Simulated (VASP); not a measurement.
# InAs: input slips in a phonon run and what they do

Aim: see how common mistakes in a phonon run show up, on InAs. The starting structure is a measured crystal structure from the Crystallography Open Database.

Main program and level: VASP 6.6.1; Kohn-Sham DFT with plane waves and PAW; LDA.

## Step 1: Set-up

The structure is cubic, space group F-43m (No. 216). The conventional cell has a = 6.058 Å, b = 6.058 Å, c = 6.058 Å, α = 90.00°, β = 90.00°, γ = 90.00°. In has 4 As at 2.62 Å nearest. Nearest to As lie 4 In at 2.62 Å. Farther neighbours are not listed.

Structure file:

```xyz
2
Lattice="0.0000 3.0290 3.0290 3.0290 0.0000 3.0290 3.0290 3.0290 0.0000" Properties=species:S:1:pos:R:3 pbc="T T T"
In    0.0000    0.0000    0.0000
As    4.5435    4.5435    4.5435
```

## Step 2: Reference modes

The cell comes from a relaxation at this level, not shown (54.88 Å³).

INCAR

```
SYSTEM = InAs
PREC = Accurate
ENCUT = 450
EDIFF = 1E-08
NELM = 100
ISMEAR = 0
SIGMA = 0.05
LREAL = .FALSE.
ALGO = Normal
GGA = CA
NBANDS = 15
LORBIT = 11
LWAVE = .FALSE.
LCHARG = .FALSE.
KPAR = 8
IBRION = 8
ISIF = 2
```

POSCAR

```
InAs
1.0
    0.0000000000      3.0161874123      3.0161874123
    3.0161874123      0.0000000000      3.0161874123
    3.0161874123      3.0161874123      0.0000000000
In As
1 1
Direct
    0.0000000000      0.0000000000      0.0000000000
    0.7500000000      0.7500000000      0.7500000000
```

KPOINTS

```
Automatic mesh
0
Gamma
10 10 10
0 0 0
```

Potentials, in the order of the species: In_d and As (LDA family, release 64).

Command:

```bash
$ mpirun -np 8 vasp_std
```

Output:

```text
[banner, memory and clock lines left out]
running    8 mpi-ranks, on    1 nodes
 distrk:  each k-point on    1 cores,    8 groups
 distr:  one band on    1 cores,    1 groups

 POSCAR found type information on POSCAR InAs
 POSCAR found :  2 types and       2 ions
|                                                                             |
|           W    W    AA    RRRRR   N    N  II  N    N   GGGG   !!!           |
|           W    W   A  A   R    R  NN   N  II  NN   N  G    G  !!!           |
|           W    W  A    A  R    R  N N  N  II  N N  N  G       !!!           |
|           W WW W  AAAAAA  RRRRR   N  N N  II  N  N N  G  GGG   !            |
|           WW  WW  A    A  R   R   N   NN  II  N   NN  G    G                |
|           W    W  A    A  R    R  N    N  II  N    N   GGGG   !!!           |
|                                                                             |
|     For optimal performance we recommend to set                             |
|       NCORE = 2 up to number-of-cores-per-socket                            |
|     NCORE specifies how many cores store one orbital (NPAR=cpu/NCORE).      |
|     This setting can greatly improve the performance of VASP for DFT.       |
|     The default, NCORE=1 might be grossly inefficient on modern             |
|     multi-core architectures or massively parallel machines. Do your        |
|     Unfortunately you need to use the default for GW and RPA                |
|     calculations (for HF NCORE is supported but not extensively tested      |
|     yet).                                                                   |
|                                                                             |

 LDA part: xc-table for (Slater(with rela. corr.)+CA(PZ))
 , standard interpolation
 POSCAR, INCAR and KPOINTS ok, starting setup
 FFT: planning ... GRIDC
 FFT: planning ... GRID_SOFT
 FFT: planning ... GRID
 WAVECAR not read
 entering main loop
       N       E                     dE             d eps       ncg     rms          rms(c)
DAV:   1     0.106918914298E+03    0.10692E+03   -0.75982E+03  1417   0.115E+03
DAV:   2    -0.204564697006E+01   -0.10896E+03   -0.10501E+03  1536   0.289E+02
DAV:   3    -0.915258286703E+01   -0.71069E+01   -0.70727E+01  1802   0.765E+01
DAV:   4    -0.933720594478E+01   -0.18462E+00   -0.18449E+00  1743   0.138E+01
DAV:   5    -0.934548592417E+01   -0.82800E-02   -0.82798E-02  2085   0.250E+00    0.473E+00
DAV:   6    -0.907169320027E+01    0.27379E+00   -0.38287E-01  2238   0.111E+01    0.261E+00
DAV:   7    -0.903277621839E+01    0.38917E-01   -0.11137E-01  2021   0.314E+00    0.689E-01
DAV:   8    -0.902938206664E+01    0.33942E-02   -0.11877E-02  1828   0.133E+00    0.219E-01
DAV:   9    -0.902927733834E+01    0.10473E-03   -0.75675E-04  1788   0.251E-01    0.139E-01
DAV:  10    -0.902929971913E+01   -0.22381E-04   -0.11939E-04  2159   0.189E-01    0.695E-02
DAV:  11    -0.902930346923E+01   -0.37501E-05   -0.35554E-05  2145   0.115E-01    0.451E-02
DAV:  12    -0.902930106239E+01    0.24068E-05   -0.51262E-06  2072   0.308E-02    0.653E-03
DAV:  13    -0.902930111656E+01   -0.54170E-07   -0.69705E-07  1830   0.502E-03    0.119E-03
DAV:  14    -0.902930111159E+01    0.49752E-08   -0.23699E-08  1692   0.236E-03
   1 F= -.90293011E+01 E0= -.90292625E+01  d E =-.772005E-04
 Linear response reoptimize wavefunctions to high precision
DAV:   1    -0.902930111194E+01   -0.35402E-09   -0.34143E-09  1501   0.999E-04
DAV:   2    -0.902930111198E+01   -0.43428E-10   -0.91911E-10   993   0.254E-04
 Linear response DOF=           2
 Linear response progress:
  Degree of freedom:   1/  2
       N       E                     dE             d eps       ncg     rms          rms(c)
RMM:   1    -0.235315533223E+00   -0.23532E+00   -0.87867E-02  6934   0.492E+00
RMM:   2    -0.237859030010E+00   -0.25435E-02   -0.13842E-02  8681   0.105E+00    0.799E-02
RMM:   3    -0.237812753927E+00    0.46276E-04   -0.16547E-03  9436   0.324E-01    0.386E-02
RMM:   4    -0.237629726524E+00    0.18303E-03   -0.18223E-04  9686   0.107E-01    0.207E-02
RMM:   5    -0.237580857177E+00    0.48869E-04   -0.10474E-05 10076   0.397E-02    0.771E-03
RMM:   6    -0.237582534818E+00   -0.16776E-05   -0.44639E-06 10087   0.132E-02    0.191E-03
RMM:   7    -0.237593451040E+00   -0.10916E-04   -0.13901E-05 10218   0.395E-03    0.701E-04
RMM:   8    -0.237592505856E+00    0.94518E-06   -0.97118E-06 10182   0.167E-03    0.433E-04
RMM:   9    -0.237591366661E+00    0.11392E-05   -0.35197E-06 10320   0.712E-04    0.931E-05
RMM:  10    -0.237590703384E+00    0.66328E-06   -0.37527E-07 10343   0.304E-04    0.418E-05
RMM:  11    -0.237590611152E+00    0.92232E-07   -0.59272E-07 10946   0.146E-04    0.299E-05
RMM:  12    -0.237590471803E+00    0.13935E-06   -0.27796E-07 10426   0.773E-05    0.264E-05
RMM:  13    -0.237590469128E+00    0.26745E-08   -0.56186E-08  9854   0.488E-05    0.233E-06
 first order change of Fermi-energy  -0.53880E-04
 force on displaced ion       1 direction 1 :  -7.581   0.000   0.000
 Linear response progress:
  Degree of freedom:   2/  2
       N       E                     dE             d eps       ncg     rms          rms(c)
RMM:   1    -0.475712179770E-01   -0.47571E-01    0.63883E-02 10701   0.156E+00
RMM:   2    -0.452637317121E-01    0.23075E-02    0.16228E-03  8109   0.577E-01    0.110E-01
RMM:   3    -0.459597587191E-01   -0.69603E-03   -0.20101E-03  9410   0.248E-01    0.467E-02
RMM:   4    -0.461207706020E-01   -0.16101E-03   -0.16796E-04  9610   0.828E-02    0.107E-02
RMM:   5    -0.461493569063E-01   -0.28586E-04   -0.21460E-05  9923   0.309E-02    0.494E-03
RMM:   6    -0.461330529876E-01    0.16304E-04   -0.29739E-06  9633   0.807E-03    0.158E-03
RMM:   7    -0.461316837956E-01    0.13692E-05   -0.15231E-07 10456   0.269E-03    0.112E-03
RMM:   8    -0.461320003477E-01   -0.31655E-06   -0.43574E-08  9983   0.112E-03    0.652E-04
RMM:   9    -0.461326844643E-01   -0.68412E-06    0.70278E-08  9698   0.405E-04    0.724E-05
RMM:  10    -0.461327467109E-01   -0.62247E-07    0.30014E-08 10470   0.162E-04    0.722E-05
RMM:  11    -0.461327508688E-01   -0.41579E-08   -0.32500E-08 10936   0.618E-05    0.218E-05
 first order change of Fermi-energy   0.36944E-03
 force on displaced ion       2 direction 1 :  -7.574  -0.000  -0.000
 Linear response finished
```

Run time: 31 s. Hardware: 8 MPI ranks of Intel Xeon 6975P-C (Granite Rapids), shared host; peak memory 3.3 GiB; 3.7 min of CPU time.

Lines that name or quote the potential files are left out of all logs, and their timing lines are given in words.

From OUTCAR (step 2):

```text
ion  position               nearest neighbor table
   1  0.000  0.000  0.000-   2 2.61   2 2.61   2 2.61   2 2.61
   2  0.750  0.750  0.750-   1 2.61   1 2.61   1 2.61   1 2.61

  LATTYP: Found a face centered cubic cell.
 ALAT       =     6.0323748246

 Subroutine GETGRP returns: Found 24 space group operations
 (whereof 24 operations were pure point group operations)

The static configuration has the point symmetry T_d .

 Found     47 irreducible k-points:

   k-points           NKPTS =     47   k-points in BZ     NKDIM =     47   number of bands    NBANDS=     15

   dimension x,y,z NGX =    30 NGY =   30 NGZ =   30
   dimension x,y,z NGXF=    60 NGYF=   60 NGZF=   60

   ENCUT  =  450.0 eV  33.07 Ry    5.75 a.u.   7.38  7.38  7.38*2*pi/ulx,y,z

   NELECT =      18.0000    total number of electrons

 k-points in reciprocal lattice and weights: Automatic mesh
   0.00000000  0.00000000  0.00000000       0.001
   0.10000000  0.00000000  0.00000000       0.008
   0.20000000  0.00000000  0.00000000       0.008
   0.30000000  0.00000000  0.00000000       0.008
   0.40000000  0.00000000  0.00000000       0.008
   0.50000000  0.00000000  0.00000000       0.004
   0.10000000  0.10000000  0.00000000       0.006
   0.20000000  0.10000000  0.00000000       0.024
   0.30000000  0.10000000  0.00000000       0.024
[...]
-0.30000000  0.40000000  0.20000000       0.024
  -0.30000000  0.50000000  0.20000000       0.012

 average (electrostatic) potential at core
       1 -96.0485       2 -53.0479

  Total       -0.0019838     -0.0019838     -0.0019838     -0.0000000      0.0000000     -0.0000000
  in kB       -0.0579157     -0.0579157     -0.0579157     -0.0000000      0.0000000     -0.0000000
  external PRESSURE =      -0.0579157 kB  Pullay stress =       0.0000000 kB

  energy-cutoff  :      450.00
  volume of cell :       54.88
      direct lattice vectors                 reciprocal lattice vectors
     0.000000000  3.016187412  3.016187412    -0.165772192  0.165772192  0.165772192
     3.016187412  0.000000000  3.016187412     0.165772192 -0.165772192  0.165772192
     3.016187412  3.016187412  0.000000000     0.165772192  0.165772192 -0.165772192

 POSITION                                       TOTAL-FORCE (eV/Angst)
 -----------------------------------------------------------------------------------
      0.00000      0.00000      0.00000         0.000000     -0.000000     -0.000000
      4.52428      4.52428      4.52428        -0.000000      0.000000      0.000000
 -----------------------------------------------------------------------------------
    total drift:                                0.000000      0.000000      0.000000

 Eigenvectors and eigenvalues of the dynamical matrix
 ----------------------------------------------------

   1 f  =    6.390936 THz    40.155437 2PiTHz  213.178686 cm-1    26.430777 meV
             X         Y         Z           dx          dy          dz
      0.000000  0.000000  0.000000     0.106510   -0.581040   -0.214770
      4.524281  4.524281  4.524281    -0.131795    0.718976    0.265755

   2 f  =    6.390936 THz    40.155437 2PiTHz  213.178686 cm-1    26.430777 meV
             X         Y         Z           dx          dy          dz
      0.000000  0.000000  0.000000    -0.607126   -0.141187    0.080878
      4.524281  4.524281  4.524281     0.751256    0.174704   -0.100078

   3 f  =    6.390936 THz    40.155437 2PiTHz  213.178686 cm-1    26.430777 meV
             X         Y         Z           dx          dy          dz
      0.000000  0.000000  0.000000     0.123006   -0.193744    0.585158
      4.524281  4.524281  4.524281    -0.152208    0.239738   -0.724072

   4 f/i=    0.001406 THz     0.008835 2PiTHz    0.046901 cm-1     0.005815 meV
             X         Y         Z           dx          dy          dz
      0.000000  0.000000  0.000000     0.776865   -0.036754    0.007260
      4.524281  4.524281  4.524281     0.627822   -0.029702    0.005867

   5 f/i=    0.001406 THz     0.008835 2PiTHz    0.046901 cm-1     0.005815 meV
             X         Y         Z           dx          dy          dz
      0.000000  0.000000  0.000000    -0.013743   -0.139356    0.765058
      4.524281  4.524281  4.524281    -0.011106   -0.112620    0.618281

   6 f/i=    0.001406 THz     0.008835 2PiTHz    0.046901 cm-1     0.005815 meV
             X         Y         Z           dx          dy          dz
      0.000000  0.000000  0.000000     0.034852    0.764298    0.139844
      4.524281  4.524281  4.524281     0.028166    0.617667    0.113015

 ELASTIC MODULI CONTR FROM IONIC RELAXATION (kBar)
 Direction    XX          YY          ZZ          XY          YZ          ZX
 --------------------------------------------------------------------------------
 XX          -0.0000      0.0000      0.0000     -0.0000      0.0000      0.0000
 YY           0.0000     -0.0000      0.0000     -0.0000     -0.0000      0.0000
 ZZ           0.0000      0.0000     -0.0000      0.0000     -0.0000      0.0000
 XY          -0.0000     -0.0000      0.0000   -229.2236      0.0000      0.0000
 YZ           0.0000     -0.0000     -0.0000      0.0000   -229.2236      0.0000
 ZX           0.0000      0.0000      0.0000      0.0000      0.0000   -229.2236
 --------------------------------------------------------------------------------
```

Energies printed during the response cycles are not total energies of the cell.

Reference: the zone-centre mode is T2 213.2 cm⁻¹.

## Step 3: Modes with finite displacements, else as the reference

Against step 2 the input has IBRION = 6, NFREE = 2 and POTIM = 0.015 (also changed: NSW).

INCAR, as its differences from that of step 2:

```diff
@@ -15,3 +15,6 @@
 KPAR = 8
-IBRION = 8
+IBRION = 6
+NFREE = 2
+POTIM = 0.015
+NSW = 1
 ISIF = 2
```

POSCAR is that of step 2.

KPOINTS is that of step 2.

Command:

```bash
$ mpirun -np 8 vasp_std
```

Output:

```text
[banner, memory and clock lines left out]
running    8 mpi-ranks, on    1 nodes
[...]
[... a notice as in an earlier step ...]

 LDA part: xc-table for (Slater(with rela. corr.)+CA(PZ))
 , standard interpolation
 POSCAR, INCAR and KPOINTS ok, starting setup
[...]
entering main loop
       N       E                     dE             d eps       ncg     rms          rms(c)
[... 14 cycles as in an earlier step ...]
   1 F= -.90293011E+01 E0= -.90292625E+01  d E =-.772005E-04
[... from here on, the cycles between the ionic steps are left out ...]
   2 F= -.90284464E+01 E0= -.90284152E+01  d E =-.625680E-04
   3 F= -.90284465E+01 E0= -.90284152E+01  d E =-.625715E-04
   4 F= -.90284483E+01 E0= -.90284170E+01  d E =-.625599E-04
   5 F= -.90284482E+01 E0= -.90284170E+01  d E =-.625646E-04
 Finite differences progress:
  Degree of freedom:   2/  2
  Displacement:        2/  2
  Total:               4/  4
```

It took 22 s on 8 MPI ranks; peak memory 2.6 GiB; 2.6 min of CPU time.

From OUTCAR (step 3):

```text
  Total       -0.0010258      0.0009544      0.0009544      0.0000000     -0.1205202      0.0000000
  in kB       -0.0299482      0.0278642      0.0278642      0.0000000     -3.5185639      0.0000000
  external PRESSURE =       0.0085934 kB  Pullay stress =       0.0000000 kB

 POSITION                                       TOTAL-FORCE (eV/Angst)
 -----------------------------------------------------------------------------------
      0.00000      0.00000      0.00000        -0.113900     -0.000000     -0.000000
      4.50928      4.52428      4.52428         0.113900      0.000000      0.000000
 -----------------------------------------------------------------------------------
    total drift:                               -0.000052      0.000000      0.000000

  FREE ENERGIE OF THE ION-ELECTRON SYSTEM (eV)
  ---------------------------------------------------
  free  energy   TOTEN  =        -9.0284482403 eV

  energy  without entropy=       -9.0283856757  energy(sigma->0) =       -9.02841696

[... 2 parts as in an earlier step ...]

[... 1 further part left out ...]
[key lines of the parts left out:]
E-fermi :   4.4311
```

The last energy, forces and stress in OUTCAR belong to the last displaced cell, not to that of POSCAR.

With finite displacements, else as the reference the mode is T2 213.4 cm⁻¹, +0.2 cm⁻¹ from the reference.

## Step 4: Modes with a cutoff far too low

A slip made on purpose: a cutoff far too low. Against step 2 the input has ENCUT = 130 (also changed: NELM).

INCAR

```
SYSTEM = InAs
PREC = Accurate
ENCUT = 130
EDIFF = 1E-08
NELM = 60
ISMEAR = 0
SIGMA = 0.05
LREAL = .FALSE.
ALGO = Normal
GGA = CA
NBANDS = 15
LORBIT = 11
LWAVE = .FALSE.
LCHARG = .FALSE.
KPAR = 8
IBRION = 8
ISIF = 2
```

POSCAR is that of step 3.

KPOINTS is that of step 3.

Command:

```bash
$ mpirun -np 8 vasp_std
```

Output:

```text
[... set-up lines as in an earlier step ...]
 entering main loop
       N       E                     dE             d eps       ncg     rms          rms(c)
DAV:   1     0.452946632521E+02    0.45295E+02   -0.45723E+03  1781   0.354E+02
DAV:   2     0.470241438965E+01   -0.40592E+02   -0.40139E+02  1767   0.124E+02
DAV:   3     0.426076969415E+01   -0.44164E+00   -0.44141E+00  1641   0.136E+01
DAV:   4     0.425975038438E+01   -0.10193E-02   -0.10193E-02  1781   0.679E-01
[...]
DAV:  14     0.706984968366E+01    0.14541E-06   -0.37234E-08  1676   0.134E-03    0.564E-04
DAV:  15     0.706984966551E+01   -0.18148E-07   -0.47484E-09  1027   0.404E-04    0.369E-04
DAV:  16     0.706984965838E+01   -0.71300E-08   -0.12981E-09   824   0.172E-04
   1 F= 0.70698497E+01 E0= 0.70698882E+01  d E =-.771677E-04
 Linear response reoptimize wavefunctions to high precision
DAV:   1     0.706984965874E+01    0.36312E-09   -0.72991E-11   950   0.486E-05
DAV:   2     0.706984965874E+01    0.68212E-12   -0.67124E-12   768   0.121E-05
 Linear response DOF=           2
 Linear response progress:
[...]
RMM:   9    -0.417476731105E+00    0.12660E-05    0.13205E-08  9924   0.838E-05    0.137E-05
RMM:  10    -0.417476867370E+00   -0.13627E-06   -0.15316E-09 10229   0.292E-05    0.747E-06
RMM:  11    -0.417476861891E+00    0.54795E-08   -0.40696E-09  9493   0.984E-06    0.203E-06
 first order change of Fermi-energy  -0.90749E-04
 force on displaced ion       1 direction 1 :  -6.585   0.000   0.000
 Linear response progress:
  Degree of freedom:   2/  2
       N       E                     dE             d eps       ncg     rms          rms(c)
RMM:   1    -0.446469052942E-01   -0.44647E-01    0.68514E-02 11149   0.986E-01
RMM:   2    -0.435951057283E-01    0.10518E-02   -0.19887E-03  8015   0.212E-01    0.877E-02
RMM:   3    -0.436029724087E-01   -0.78667E-05   -0.75575E-05  8669   0.362E-02    0.470E-02
RMM:   4    -0.437254185120E-01   -0.12245E-03   -0.61053E-05  8537   0.323E-02    0.634E-03
[...]
RMM:  10    -0.437246280315E-01    0.54346E-07   -0.10859E-09  7973   0.500E-06    0.441E-06
RMM:  11    -0.437246506625E-01   -0.22631E-07    0.36389E-10  5661   0.114E-06    0.130E-06
RMM:  12    -0.437246426378E-01    0.80248E-08    0.37546E-11  3992   0.838E-07    0.189E-07
 first order change of Fermi-energy   0.42002E-03
 force on displaced ion       2 direction 1 :  -6.743  -0.000  -0.000
 Linear response finished
```

Run time: 4 s. Hardware: 8 MPI ranks; peak memory 1.2 GiB; 25 s of CPU time.

From OUTCAR (step 4):

```text
  Total     -120.6577448   -120.6577448   -120.6577448     -0.0000000      0.0000000     -0.0000000
  in kB    -3522.5796421  -3522.5796421  -3522.5796421     -0.0000000      0.0000000     -0.0000000
  external PRESSURE =   -3522.5796421 kB  Pullay stress =       0.0000000 kB

 POSITION                                       TOTAL-FORCE (eV/Angst)
 -----------------------------------------------------------------------------------
      0.00000      0.00000      0.00000         0.000000      0.000000      0.000000
      4.52428      4.52428      4.52428        -0.000000     -0.000000     -0.000000
 -----------------------------------------------------------------------------------
    total drift:                                0.000012      0.000012      0.000010

[... 1 part as in an earlier step ...]

[... 1 further part left out ...]
```

With a cutoff far too low the mode is T2 200.2 cm⁻¹, -13.0 cm⁻¹ from the reference.

[end of part 1 of 2]

[Lines on the potential files, build, host, timing and source positions are cut from VASP's logs without a mark.]

[Logs are printed without paths, hosts, clocks, repeated set-up lines and the standing remarks that a program may print on its own settings, such as how far it seeks lower states.]

[Hosts, paths, dates, database ids (printed as entryN), source tags and the programs' standing remarks are cut or masked in the printed files.]
